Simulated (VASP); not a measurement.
MnHg under changes of volume

One of the cells (18.579 Å³/atom); the others are scaled copies at fixed shape and fractional positions:

```
CELL_PARAMETERS angstrom
3.33695 0.00000 0.00000
0.00000 3.33695 0.00000
0.00000 0.00000 3.33695
ATOMIC_POSITIONS crystal
Hg 0.00000 0.00000 0.00000
Mn 0.50000 0.50000 0.50000
```

* Program: VASP 6.6.1
* Functional: PBE
* Potentials or basis: VASP PAW PBE potentials, release 64 (Hg, Mn_pv)
* Cutoff: 520 eV
* k mesh: 8 × 8 × 8
* Occupations: fermi-dirac, width 0.05 eV
* Spin: collinear spin, ferromagnetic start
* Starting moments: [0.0, 4.0] μB

```csv
volume (Å³/atom),energy over the lowest point (meV/atom),pressure (GPa),moment (μB per cell)
17.122,?,?,?
17.486,14.19,4.6,3.82
17.850,5.19,2.8,3.88
18.579,0.00,-0.6,3.94
18.943,2.82,-1.8,3.98
19.308,8.06,-3.0,4.03
```

What does the run at 17.122 Å³/atom give?

Energy over the lowest point 27.09 meV/atom; pressure 6.6 GPa; moment 3.75 μB per cell.

Worked out: A Birch-Murnaghan fit of order 3 (a polynomial in V^(-2/3)) to the other rows has its minimum at 18.46 Å³/atom with B0 = V·E''(V) = 77 GPa (rough, since the energies scatter). It gives 28.68 meV/atom at 17.122 Å³/atom, against the run's 27.09, and -dE/dV = 7.7 GPa, against 6.6. A parabola through the other rows of the moment, of slope 0.106 μB per Å³/atom there, extrapolates to 3.79 μB, against the run's 3.75.

Energies are extrapolated to zero smearing.
